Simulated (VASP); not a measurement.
These are PBE GGA, VASP's PBE PAW potentials (set 64) (plane waves; VASP 6.6.1) values and carry that method's errors.

Input for VASP

### INCAR
```
LMAXMIX  =  6   ! l cut-off of mixed one-centre charges
GGA  =  PE
EDIFF  =  1E-7
ALGO  =  Normal   ! blocked Davidson
LCHARG  =  .TRUE.
LASPH  =  .TRUE.   ! aspherical one-centre terms
SYSTEM  =  LaB
PREC  =  Accurate
ISMEAR  =  -5
NEDOS  =  601   ! DOS grid
ISIF  =  2   ! forces and stress, cell fixed
LORBIT  =  11   ! lm-projected
NELM  =  100   ! most electronic steps
LWAVE  =  .FALSE.
ENCUT  =  520   ! plane-wave cut-off (eV)
LREAL  =  .FALSE.   ! projection in real space or not
```

**POSCAR**
```
LaB
1
    3.4125615875     0.0000000000     0.0000000000
    0.0000000000     3.4125615875     0.0000000000
    0.0000000000     0.0000000000     3.4125615875
La B
1 1
Direct
  0.0000000000   0.0000000000   0.0000000000
  0.5000000000   0.5000000000   0.5000000000
```

File KPOINTS:
```
Automatic mesh
0
Gamma
12 12 12
0 0 0
```

POTCAR, in this order: La B (PBE.64 set). Program: vasp_std.

For a metal the tetrahedron method with Blöchl corrections gives inexact stress and forces.

Question: Estimate the energy per atom (σ→0), band gap (on the k-mesh).

Answer: 
| Item | Value |
|---|---|
| energy per atom (σ→0) | -5.364 eV/atom |
| band gap (on the k-mesh) | none (metal, semimetal or under 0.01 eV) |

OSZICAR:
```
...
DAV:  10    -0.107284289699E+02    0.31116E-03   -0.97806E-04  3312   0.357E-01    0.533E-02
DAV:  11    -0.107284305915E+02   -0.16216E-05   -0.21934E-04  3309   0.173E-01    0.632E-02
DAV:  12    -0.107284154093E+02    0.15182E-04   -0.14388E-04  3094   0.183E-01    0.748E-03
DAV:  13    -0.107284190373E+02   -0.36279E-05   -0.97444E-06  3180   0.238E-02    0.893E-03
DAV:  14    -0.107284178633E+02    0.11739E-05   -0.63382E-07  2840   0.834E-03    0.760E-03
DAV:  15    -0.107284157068E+02    0.21565E-05   -0.10940E-06  3007   0.180E-02    0.758E-04
DAV:  16    -0.107284156638E+02    0.43027E-07   -0.43169E-08  1662   0.222E-03
   1 F= -.10728416E+02 E0= -.10728416E+02  d E =0.000000E+00
```

The structure was generated: LaB was put into the CsCl type type (Pm-3m), which need not be its known phase. It was relaxed first, which changed the volume by -27 %.
